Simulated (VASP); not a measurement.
Input for VASP

File POSCAR:
```
RuSi
1
    4.4807284455    -0.0000000000    -0.0000000000
   -0.0000000000     4.4807284455     0.0000000000
    0.0000000000     0.0000000000     4.4807284455
Si Ru
4 4
Direct
  0.1576863583   0.3423136417   0.6576863583
  0.6576863583   0.1576863583   0.3423136417
  0.8423136417   0.8423136417   0.8423136417
  0.3423136417   0.6576863583   0.1576863583
  0.8598889560   0.6401110440   0.3598889560
  0.3598889560   0.8598889560   0.6401110440
  0.1401110440   0.1401110440   0.1401110440
  0.6401110440   0.3598889560   0.8598889560
```

INCAR:
```
ALGO  =  Normal
EDIFF  =  1E-6
EDIFFG  =  -0.02
ENCUT  =  500
GGA  =  PS
IBRION  =  2
ISIF  =  3
ISMEAR  =  0
LASPH  =  .TRUE.
LCHARG  =  .FALSE.
LMAXMIX  =  4
LREAL  =  .FALSE.
LWAVE  =  .FALSE.
NELM  =  100
NSW  =  40
PREC  =  Accurate
PSTRESS  =  450
SIGMA  =  0.05
SYSTEM  =  RuSi
```

KPOINTS:
```
Automatic mesh
0
Gamma
5 5 5
0 0 0
```

POTCAR, in this order: Si Ru_pv (PBE.64 set). Program: vasp_std.

Write an equivalent input for Ansatz.

One equivalent input (not run):
Ansatz 0.2 input:
```yaml
crystal:
  lattice:
    - [4.4807284, 0.0000000, 0.0000000]
    - [0.0000000, 4.4807284, 0.0000000]
    - [0.0000000, 0.0000000, 4.4807284]
  atoms:
    - { symbol: Si, position: [0.1576864, 0.3423136, 0.6576864] }
    - { symbol: Si, position: [0.6576864, 0.1576864, 0.3423136] }
    - { symbol: Si, position: [0.8423136, 0.8423136, 0.8423136] }
    - { symbol: Si, position: [0.3423136, 0.6576864, 0.1576864] }
    - { symbol: Ru, position: [0.8598890, 0.6401110, 0.3598890] }
    - { symbol: Ru, position: [0.3598890, 0.8598890, 0.6401110] }
    - { symbol: Ru, position: [0.1401110, 0.1401110, 0.1401110] }
    - { symbol: Ru, position: [0.6401110, 0.3598890, 0.8598890] }
kpoints:
  mp_grid: { grid: [5, 5, 5] }
hamiltonian:
  xc: pbesol
  pseudopotentials: { kind: paw }
scf:
  occupations: { method: gaussian, width: 0.05 }
  max_iter: 100
relax:
  max_steps: 40
  f_tol: 0.02
  cell: { p_target: 45 }
output: { forces: true, stress: true, eigenvalues: true }
```
Limits of the translation: each code has its own PAW files, so the cut-off isn't converted (ENCUT is set for VASP's; basis.ecutwfc is left out, and Ansatz then takes the one that its files recommend); Ansatz stops its SCF on the density residual and VASP on the energy change (EDIFF).

The compound is RuSi in the B20 structure. It was relaxed first under an external pressure of 45 GPa.
